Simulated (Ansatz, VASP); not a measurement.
**C214N in two plane-wave programs**

Wanted: the spread between two codes on one cell, functional and k mesh. The structure shown is the start of the Ansatz relaxation below; VASP solves that cell, so the two are compared at the walk's first step.

Program: Ansatz 0.2.0. Level of theory: plane waves, with VASP 6.6.1 beside it; single point at PBE. Results are calculated unless marked as measured.

**1. The starting structure**

The cell holds 215 atoms: 214 C and 1 N. Its edges and angles: a = 10.715 Å, b = 10.715 Å, c = 10.715 Å, α = 90.0°, β = 90.0°, γ = 90.0°. It derives from C (C (Fd-3m)). Nearest the centre at fractional (0.458, 0.458, 0.542): N215 at 0.77 Å, C108 at 1.93 Å, C109 at 1.94 Å, C113 at 1.95 Å, C112 at 1.95 Å, C105 at 1.96 Å, C110 at 1.97 Å, C40 at 2.62 Å. The cell carries charge −1.

**2. Ansatz: relaxation, PBE**

Ansatz runs on its default PAW (the set named soft_2) files.

The two programs are compared at the cell with which this relaxation starts, whose forces are those of its first step.

Contents of input.yaml:

```yaml
relax:
  f_tol: 0.02
  max_steps: 80
  random_displacement: { amplitude: 0.02, seed: 380 }
crystal:
  lattice:
    - [10.71474525, 0.0, 0.0]
    - [0.0, 10.71474525, 0.0]
    - [0.0, 0.0, 10.71474525]
  atoms:
    - { symbol: C, position: [0.0, 0.0, 0.166666667] }
    - { symbol: C, position: [0.0, 0.166666667, 0.0] }
    - { symbol: C, position: [0.166666667, 0.0, 0.0] }
    - { symbol: C, position: [0.166666667, 0.166666667, 0.166666667] }
    - { symbol: C, position: [0.083333333, 0.083333333, 0.25] }
    - { symbol: C, position: [0.083333333, 0.25, 0.083333333] }
    - { symbol: C, position: [0.25, 0.083333333, 0.083333333] }
    - { symbol: C, position: [0.25, 0.25, 0.25] }
    - { symbol: C, position: [0.0, 0.0, 0.5] }
    - { symbol: C, position: [0.0, 0.166666667, 0.333333333] }
    - { symbol: C, position: [0.166666667, 0.0, 0.333333333] }
    - { symbol: C, position: [0.166666667, 0.166666667, 0.5] }
    - { symbol: C, position: [0.083333333, 0.083333333, 0.583333333] }
    - { symbol: C, position: [0.083333333, 0.25, 0.416666667] }
    - { symbol: C, position: [0.25, 0.083333333, 0.416666667] }
    - { symbol: C, position: [0.25, 0.25, 0.583333333] }
    - { symbol: C, position: [0.0, 0.0, 0.833333333] }
    - { symbol: C, position: [0.0, 0.166666667, 0.666666667] }
    - { symbol: C, position: [0.166666667, 0.0, 0.666666667] }
    - { symbol: C, position: [0.166666667, 0.166666667, 0.833333333] }
    - { symbol: C, position: [0.083333333, 0.083333333, 0.916666667] }
    - { symbol: C, position: [0.083333333, 0.25, 0.75] }
    - { symbol: C, position: [0.25, 0.083333333, 0.75] }
    - { symbol: C, position: [0.25, 0.25, 0.916666667] }
    - { symbol: C, position: [0.0, 0.333333333, 0.166666667] }
    - { symbol: C, position: [0.0, 0.5, 0.0] }
    - { symbol: C, position: [0.166666667, 0.333333333, 0.0] }
    - { symbol: C, position: [0.166666667, 0.5, 0.166666667] }
    - { symbol: C, position: [0.083333333, 0.416666667, 0.25] }
    - { symbol: C, position: [0.083333333, 0.583333333, 0.083333333] }
[... 77 lines left out ...]
    - { symbol: "N", position: [0.416666667, 0.416666667, 0.583333333] }
[... 99 lines left out ...]
    - { symbol: C, position: [0.666666667, 0.666666667, 0.833333333] }
    - { symbol: C, position: [0.666666667, 0.833333333, 0.666666667] }
    - { symbol: C, position: [0.833333333, 0.666666667, 0.666666667] }
    - { symbol: C, position: [0.833333333, 0.833333333, 0.833333333] }
    - { symbol: C, position: [0.75, 0.75, 0.916666667] }
    - { symbol: C, position: [0.75, 0.916666667, 0.75] }
    - { symbol: C, position: [0.916666667, 0.75, 0.75] }
    - { symbol: C, position: [0.916666667, 0.916666667, 0.916666667] }
total_charge: -1
basis:
  ecutwfc: 420
  xc_grid: 2
hamiltonian:
  xc: pbe
kpoints:
  mp_grid: { grid: [1, 1, 1] }
magnetization:
  spin_polarized: true
  initial_magnetization: 2
  spin_locking: { lock_magnetization: hard }
scf:
  occupations: { method: fermi_dirac, width: 0.01 }
  max_iter: 120
output:
  forces: true
checkpoint:
  write: "../relax.run"
  compress: false
  write_wavefunctions: true
  write_every: 100000
```

Launch:

```sh
$ ansatz run input.yaml --threads 32 --pin off --max-ram 84787MiB --backend cuda --events-out ev --progress --plain --runs-dir out --max-vram 78GiB
```

Numbers of over 12 decimals in the logs are rounded to 6 here.

The log of the run:

```text
Engine: ansatz 0.2.0, aarch64-unknown-linux-gnu
Pseudopotentials: kind: paw
Pseudopotential: C, paw, valence charge 4, recommended cutoff 420 eV (normal), C.paw.azcp
Pseudopotential: N, paw, valence charge 5, recommended cutoff 420 eV (normal), N.paw.azcp
Functional definition: PBE
  parameter kappa = 0.804
  parameter beta = 0.066725
  exchange = pbe_x(kappa = kappa, mu = beta*pi^2/3)
  correlation = pbe_c(beta = beta)
[...]
Crystal: 215 atoms, lattice volume = 1230.115 Å³
Basis set: ecut = 420 eV, 23871 PW (Γ), exchange–correlation on 144×144×144 points (8 copies of the dense FFT grid, shifted against one another)
Bands: 647, of which v1, the nominal top of the filled ones, is band 431 counted from 1 (430 counted from 0)
Symmetry: 1 space group operations
k-points: 1
Non-local potential: C, projectors of the file, l = 0: 2, l = 1: 2, l = 2: 1
Non-local potential: N, projectors of the file, l = 0: 2, l = 1: 2, l = 2: 1
PAW form: soft (Blöchl's): semilocal exchange-correlation on the pseudo side does not see the compensation charge
PAW one-centre angular grid: C, 110 points (default); XC on 64 Gauss nodes
PAW one-centre angular grid: N, 110 points (default); XC on 64 Gauss nodes
Initial density: superposition of atomic densities (chi_scale 0.1, normalization cell, long waves kept (reshape's long-wave potential 0.20 eV rms))
Starting moments: Σ|m| = 2 μB on 215 of 215 sites
Initial wavefunctions: pseudopotential atomic-orbital guess
[...]
Functional: x = pbe(κ = 0.804, μ = 0.219515), c = pbe(β = 0.066725)
SCF iter   1: F=—  HF=-54085.506161 eV  |Δ(HF+E_count)|=         —  Δρ=7.02e-2 (↑7.02e-2 ↓6.99e-2)  dr2=1.71e2  dr2_m=6.67e-1  M=2.000 μB ∫|m|=2.007 μB  Hψ=5242
preconditioner: auto → Resta (q_TF=auto, 2.571 Å⁻¹)  ε∞=4.3  [insulator: Δε(μ)=0.582 eV  Ē_g=17.023 eV  σ=0.010 eV  W_gap=1.00  n_scr=364 (ndim 8)  ℏωp=31.1 eV  f_vac=0.000  D(μ)=0.00/eV (n_scr^D=0)  ε∞_Penn≈4.3]
spin=Collinear: Resta preconditioning applied to the charge; magnetization (m = ρ↑ − ρ↓) channel mixes plain (no charge-response kernel on spin).
SCF iter   2: F=—  HF=-54060.354492 eV  |Δ(HF+E_count)|=    2.52e1  Δρ=5.12e-2 (↑5.12e-2 ↓5.10e-2)  dr2=9.27e1  dr2_m=3.63e-1  M=2.000 μB ∫|m|=2.017 μB  Hψ=2366
[...]
SCF iter   8: F=-54031.653760 eV  HF=-54031.653760 eV  |Δ(HF+E_count)|=   2.96e-5  Δρ=4.98e-6 (↑4.98e-6 ↓4.86e-6)  dr2=8.21e-7  dr2_m=2.49e-8  M=2.000 μB ∫|m|=2.197 μB  Hψ=3029
SCF 1 converged in 8 iterations: F = -54031.653760 eV  dr2 = 8.21e-7
  greatest PAW one-centre occupation: 0.796 electrons in one spin orbital (limit 2), on the N atom at site 107 (counted from 0), in its partial waves of l = 0
relax step   1: F+E_penalty+E_count = -54031.65375982 eV  Δ(F+E_penalty+E_count) = +0.000e0 eV  max|allowed force component| = 2.248e0 eV/Å  Δτ_max = 0.0000 Å  (8 SCF iters, dr2 threshold 1.00e-5 eV, accepted)
[...]
relax step   2: F+E_penalty+E_count = -54033.77091689 eV  Δ(F+E_penalty+E_count) = -2.117e0 eV  max|allowed force component| = 1.158e0 eV/Å  Δτ_max = 0.1181 Å  (6 SCF iters, dr2 threshold 1.00e-4 eV, accepted)
[...]
relax step   3: F+E_penalty+E_count = -54034.24143354 eV  Δ(F+E_penalty+E_count) = -4.705e-1 eV  max|allowed force component| = 1.079e0 eV/Å  Δτ_max = 0.0629 Å  (5 SCF iters, dr2 threshold 8.39e-5 eV, accepted)
[...]
relax step   4: F+E_penalty+E_count = -54034.30118710 eV  Δ(F+E_penalty+E_count) = -5.975e-2 eV  max|allowed force component| = 8.356e-2 eV/Å  Δτ_max = 0.0335 Å  (4 SCF iters, dr2 threshold 1.00e-4 eV, accepted)
[...]
relax step   5: F+E_penalty+E_count = -54034.30315308 eV  Δ(F+E_penalty+E_count) = -1.966e-3 eV  max|allowed force component| = 2.136e-2 eV/Å  Δτ_max = 0.0032 Å  (5 SCF iters, dr2 threshold 4.36e-7 eV, accepted)
[...]
relax step   6: F+E_penalty+E_count = -54034.30320153 eV  Δ(F+E_penalty+E_count) = -4.845e-5 eV  max|allowed force component| = 7.946e-3 eV/Å  Δτ_max = 0.0014 Å  (4 SCF iters, accepted)
[...]
NSCF: frozen V_eff on 1 k-points
the band table was solved once a step of the walk had ended and its energy, with any forces and stress, was formed, with the checks that follow a solve (6548 applications of the Hamiltonian). They found nothing against the state; the energy, forces and stress were not computed again (output.eigenvalues in the input reference)
SCF converged after 4 iterations
Magnetization: 2.0000 μB (432.0000 up, 430.0000 down)
Absolute magnetization: 2.2454 μB (∫|ρ↑−ρ↓|, with the PAW one-centre terms)
Spin contamination: 0.0082 ħ² per cell (⟨S²⟩ above its minimum at these occupations)
Per-site moments (μB) at R_I (Å): [(-5.94700723288124e-6, 0.637860), (2.8793439121516462e-5, 0.637483), (2.8807275037903596e-5, 0.637483), (0.000114954, 0.637630), (0.000185625, 0.637630), (9.960882429520062e-5, 0.637162), (9.958347831868478e-5, 0.637162), (0.000357477, 0.637116), (0.00141339, 0.6364
Free energy (F): -54034.303202 eV
Harris-Foulkes:  -54034.303202 eV  (|F-HF|=4.51e-10)
Internal energy: -54034.303202 eV  (E = F + TS)
E sigma→0 (E₀):  -54034.303202 eV
Fermi energy:    15.599254 (↑ 16.131708, ↓ 15.274393) eV
--- Per-component energies (eV) ---
  E_band       = 3633.637829
  E_kinetic    = 19878.019504
  E_local      = -13537.257053  (includes V_loc(G=0)·N_el)
  E_nonlocal   = 5748.423967
  E_hartree    = 3004.601637
  E_xc         = -10486.580494
  E_vxc        = -13020.289428  (∫ρ·V_xc dr)
  E_paw        = -21360.343078  (= ΣΔE_a)
  E_vpaw       = -1444.464430  (= ΣTr[D̂ρ^β])
  E_aug_tail   = 0.002038  (compensation charges beyond the density's cutoff)
  E_ewald      = -37281.169722
  E_smearing   = -0.000000  (= −TS)
  E_closure    = -0.000000  (closes the sum)
  E_deformation_potential = -21.368416  (in the stress; not in F)
  Σ components = -54034.303202   (vs F -54034.303202, Δ=0.00e0)
--- Forces (eV/Å), atoms counted from 1 ---
  atom   1  C      0.00016145     0.00018085     0.00009285
  atom   2  C      0.00018526    -0.00007652    -0.00020009
  atom   3  C     -0.00009975     0.00030742    -0.00020589
  atom   4  C      0.00015718     0.00010386    -0.00022131
  atom   5  C     -0.00016027     0.00002441    -0.00034653
  atom   6  C      0.00007125    -0.00022438     0.00020040
  [... 209 more lines of this table ...]
  max |Σ_I F_I| component: 2.10e-5 eV/Å
--- Band table (eV) ---
  k-point 0 ↑: bands = ["-8.3238", "-7.4997", "-7.3160", "-7.3160", "-7.2734", "-7.2734", "-7.1898", "-6.6603", "-6.3159", "-6.3159", "-6.3072", "-6.3072", "-6.2943", "-6.2702", "-6.2702", "-6.2584", 
  k-point 0 ↓: bands = ["-8.3187", "-7.4966", "-7.3134", "-7.3133", "-7.2664", "-7.2664", "-7.1785", "-6.6569", "-6.3137", "-6.3137", "-6.3050", "-6.3050", "-6.2898", "-6.2637", "-6.2637", "-6.2552", 
--- Relaxed structure (6 steps of the walk, 6 accepted, 0 SCFs on fresh bases) ---
  F+E_penalty+E_count = -54034.30320153 eV   max|allowed force component| = 7.946e-3 eV/Å
  atoms:
    - { symbol: C, position: [1.2358720671422207e-6, 0.000130397, 0.166702] }
    - { symbol: C, position: [-0.000162543, 0.166753, 9.281270926250987e-5] }
    - { symbol: C, position: [0.166623, -3.325575985567341e-5, 9.277917991932999e-5] }
    - { symbol: C, position: [0.166781, 0.166910, 0.167025] }
    - { symbol: C, position: [0.083397, 0.083526, 0.250133] }
    - { symbol: C, position: [0.083319, 0.250106, 0.083608] }
  [... 209 more lines of this table ...]
```

Reading the cycles: dr2 is the Hartree energy of the density residual (eV), the measure of convergence; HF is the Harris–Foulkes estimate of the energy, which meets the free energy F at convergence.

**3. VASP: single point, PBE, start cell**

The same cell, functional, mesh and smearing now go to VASP, with its own data sets.

Lines of VASP's logs that name or quote its potential files are left out, and so is its time.

Contents of INCAR:

```
SYSTEM = C214N
PREC = Accurate
ENCUT = 520
EDIFF = 1E-06
NELM = 200
ISMEAR = -1
SIGMA = 0.01
LREAL = Auto
ALGO = Normal
GGA = PE
NELECT = 862
NBANDS = 581
ISPIN = 2
MAGMOM = -0 0 0 0 0 0 0 0 0 -0 -0 0 0 0 0 0 0 -0 -0 0 0 0 0 0 -0 0 -0 0 0 0 0 0.02 -0 -0 -0 -0 0 0 0 0 -0 -0 -0 0 0 0 0 0 -0 -0 -0 -0 0 0 0 0 -0 -0 -0 0 0 0 0.02 0 -0 -0 -0 0 0 0 0 0 -0 -0 0 0 0 0 0 0.02 -0 -0 -0 -0 0 0 0 0 -0 -0 -0 0 0 0 0 0 -0 -0 -0 -0 0.01 0 0 0.01 0 -0 -0 0.25 0.25 0.25 -0 0 0 -0 0 0 0 0 -0 -0 -0 0 0.02 0 0 0 -0 -0 -0.01 -0 0.01 0 0.01 0 -0 -0 -0 0 0 0 0.02 0 -0 -0 -0 -0 0 0 0 0 -0 -0 -0 0 0 0.02 0 0 -0 -0 -0 0 0 0 0 0 -0 -0 -0 0 0.02 0 0 0 -0 -0.01 -0 -0 0.01 0.01 0 0 -0 -0 -0 0 0 0.02 0 0 -0 -0 -0 -0 0 0 0 0 -0.01 -0 -0 0 0.02 0 0 0 -0 -0 -0 -0 0 0 0 0 -0
LORBIT = 11
LWAVE = .FALSE.
LCHARG = .FALSE.
ISIF = 2
NUPDOWN = 2
LASPH = .TRUE.
GGA_COMPAT = .FALSE.
```

Contents of POSCAR:

```
C214N
1.0
   10.7147452545      0.0000000000      0.0000000000
    0.0000000000     10.7147452545      0.0000000000
    0.0000000000      0.0000000000     10.7147452545
C N
214 1
Direct
    0.9992533654      0.0014932693      0.1659395494
    0.0017732573      0.1665928548      0.9995333533
[... 13 atom lines left out ...]
    0.2491893122      0.2488159948      0.5820950337
[... 15 atom lines left out ...]
    0.2507759108      0.5819083750      0.2490959828
[... 3 atom lines left out ...]
    0.1659395494      0.4994052470      0.5015518216
    0.0846497027      0.4154088496      0.5828416683
[... 1 atom line left out ...]
    0.2497492881      0.4161554842      0.4149422030
    0.2512425574      0.5820950337      0.5827483390
[... 2 atom lines left out ...]
    0.1675261481      0.3327190629      0.6651581378
[... 3 atom lines left out ...]
    0.2510558988      0.4173687655      0.7485945591
[... 15 atom lines left out ...]
    0.2493759708      0.7484079005      0.4173687655
[... 16 atom lines left out ...]
    0.5832149857      0.2515225454      0.2490026535
[... 1 atom line left out ...]
    0.3334656975      0.1676194774      0.3349589668
[... 1 atom line left out ...]
    0.4982852950      0.1671528307      0.4994052470
[... 1 atom line left out ...]
    0.4175554242      0.2510558988      0.4154088496
[... 1 atom line left out ...]
    0.5848015843      0.2507759108      0.5824683510
[... 1 atom line left out ...]
    0.3343056615      0.1681794534      0.6671180537
[... 3 atom lines left out ...]
    0.4173687655      0.2486293362      0.7489678765
[... 6 atom lines left out ...]
    0.4162488136      0.4184887175      0.2504025935
[... 2 atom lines left out ...]
    0.5849882429      0.5841482790      0.2497492881
    0.3321590869      0.3335590268      0.4985652830
    0.3339323442      0.5005251989      0.3350522961
    0.4987519417      0.3322524162      0.3342123322
    0.4155021789      0.5820950337      0.4173687655
    0.5837749616      0.4159688256      0.4183020588
    0.5848949136      0.5843349376      0.5836816323
    0.3318790989      0.3321590869      0.8333375911
    0.3335590268      0.4986586123      0.6679580177
    0.4981919657      0.3329057215      0.6671180537
    0.4999652229      0.4984719537      0.8343642138
    0.4182087295      0.4170887776      0.9156540605
    0.4182087295      0.5823750217      0.7503678164
    0.5826550097      0.4159688256      0.7484079005
[... 9 atom lines left out ...]
    0.3348656375      0.6664647484      0.5010851749
[... 1 atom line left out ...]
    0.4988452710      0.6662780897      0.3347723081
[... 1 atom line left out ...]
    0.4166221309      0.7484079005      0.5824683510
[... 1 atom line left out ...]
    0.5831216563      0.7490612058      0.4183020588
[... 3 atom lines left out ...]
    0.4987519417      0.6678646883      0.6659047724
[... 3 atom lines left out ...]
    0.5834016443      0.7485945591      0.7487812178
[... 33 atom lines left out ...]
    0.6653447964      0.3328123922      0.5012718336
    0.6659047724      0.5017384802      0.3330923802
[... 1 atom line left out ...]
    0.8324042978      0.4984719537      0.4994052470
    0.7500878284      0.4183953882      0.5826550097
    0.7482212418      0.5837749616      0.4171821069
[... 3 atom lines left out ...]
    0.6665580777      0.4985652830      0.6655314551
[... 14 atom lines left out ...]
    0.6661847604      0.6657181137      0.5015518216
[... 15 atom lines left out ...]
    0.4154088496      0.4179287415      0.5827483390
```

Contents of KPOINTS:

```
Automatic mesh
0
Gamma
1 1 1
0 0 0
```

PAW data sets: C and N (PBE family, release 64).

Launch:

```sh
$ export OMP_NUM_THREADS=4
$ mpirun -np 1 vasp_gam
```

The log of the run:

```text
[banner, memory and clock lines left out]
running    1 mpi-ranks, on    1 nodes
[...]
Offloading initialized ...    1 GPUs detected
[...]
LDA part: xc-table for (Slater+PW92), standard interpolation
 POSCAR, INCAR and KPOINTS ok, starting setup
[...]
entering main loop
       N       E                     dE             d eps       ncg     rms          rms(c)
DAV:   1     0.615551531462E+04    0.61555E+04   -0.52488E+05  2332   0.155E+03
DAV:   2    -0.140162999162E+04   -0.75571E+04   -0.70778E+04  3030   0.353E+02
DAV:   3    -0.198701237913E+04   -0.58538E+03   -0.57884E+03  2928   0.934E+01
DAV:   4    -0.200089024258E+04   -0.13878E+02   -0.13809E+02  2904   0.157E+01
DAV:   5    -0.200125496656E+04   -0.36472E+00   -0.36389E+00  2920   0.236E+00BRMIX: very serious problems
 the old and the new charge density differ
 old charge density:   861.00000 new  862.00000
    0.577E+01
DAV:   6    -0.194964669222E+04    0.51608E+02   -0.38094E+01  2768   0.767E+00    0.342E+01
DAV:   7    -0.193240349035E+04    0.17243E+02   -0.45631E+01  2680   0.849E+00    0.803E+00
DAV:   8    -0.193275801080E+04   -0.35452E+00   -0.20225E+00  2920   0.184E+00    0.437E+00
DAV:   9    -0.193273363207E+04    0.24379E-01   -0.23431E-01  2864   0.824E-01    0.928E-01
[...]
DAV:  14    -0.193273372191E+04   -0.91986E-04   -0.64743E-05  2808   0.142E-02    0.163E-02
DAV:  15    -0.193273373050E+04   -0.85928E-05   -0.16011E-05  2856   0.635E-03    0.597E-03
DAV:  16    -0.193273373033E+04    0.17539E-06   -0.16524E-06  1960   0.201E-03
   1 F= -.19327337E+04 E0= -.19327337E+04  d E =-.102452E-10  mag=     2.0000
```

From OUTCAR (step 3):

```text
 magnetization (x)
# of ion       s       p       d       tot
------------------------------------------
    1       -0.000   0.000   0.000   0.000
    2        0.000   0.000   0.000   0.000
    3       -0.000   0.000   0.000   0.000
    4        0.000   0.000   0.000   0.000
    5        0.000   0.000   0.000   0.000
    6        0.000   0.000   0.000   0.000
[...]
213        0.000   0.001   0.000   0.001
  214        0.000   0.000   0.000   0.000
  215       -0.002   0.000   0.000  -0.002
--------------------------------------------------
tot          0.206   1.056   0.000   1.262
```

The run ends at a pressure of 2.63 GPa, with forces up to 3.2 eV/Å.

**4. Comparison**

Known differences besides the potentials themselves: VASP starts from the moments at which Ansatz ended; the cutoff is 420 eV in Ansatz and 520 eV in VASP (PREC = Accurate, projectors in real space). Total energies have different zeros and are not compared.

Forces on 9 of the 215 atoms, those with the largest forces and the largest differences (eV/Å; atoms numbered as in POSCAR):

| atom | Ansatz x, y, z | VASP x, y, z |
| --- | --- | --- |
| C69 | -0.696, 0.391, 1.022 | -0.723, 0.399, 1.063 |
| C107 | 0.907, 1.810, 0.111 | 0.899, 1.828, 0.100 |
| C108 | -0.208, 2.027, -1.552 | -0.209, 2.020, -1.518 |
| C109 | 1.186, -0.596, -2.230 | 1.160, -0.595, -2.211 |
| C110 | 0.923, 1.185, 0.945 | 0.901, 1.145, 0.947 |
| C137 | 0.981, -1.674, -0.609 | 1.015, -1.654, -0.580 |
| C143 | 1.119, -0.224, 0.020 | 1.162, -0.202, 0.017 |
| C176 | -0.474, -1.300, 0.899 | -0.453, -1.329, 0.913 |
| N215 | -1.429, -2.248, 1.821 | -1.425, -2.263, 1.821 |

The forces differ by 16 meV/Å r.m.s., which is 2.5 % of the r.m.s. force of 0.623 eV/Å (both taken over all components). Moments aren't recorded for both runs of this pair, so they may hold unlike magnetic states. The cell carries a charge of -1 e against a uniform background, so its pressure also hangs on how the neutralising background is counted, and in a defect's cell a gap may be the spacing between its levels.

**5. Outcome**

* r.m.s. force difference (single point, PBE, start cell): 2.5 % of the r.m.s. force

**Reading.** The r.m.s. force difference is 2.5 % of the r.m.s. force (single point, PBE, start cell), within the 3 % picked in this series as the mark of a large difference. 1 further run of this series is not shown here. Such differences can come from data sets, numerical settings and the points named under the comparisons, not from the functional's error against experiment.

[Lines on the potential files, build, host, timing and source positions are cut from VASP's logs without a mark.]

[Logs are printed without paths, hosts, clocks, repeated set-up lines and the standing remarks that a program may print on its own settings, such as how far it seeks lower states.]

[Hosts, paths, dates, database ids (printed as entryN), source tags and the programs' standing remarks are cut or masked in the printed files.]
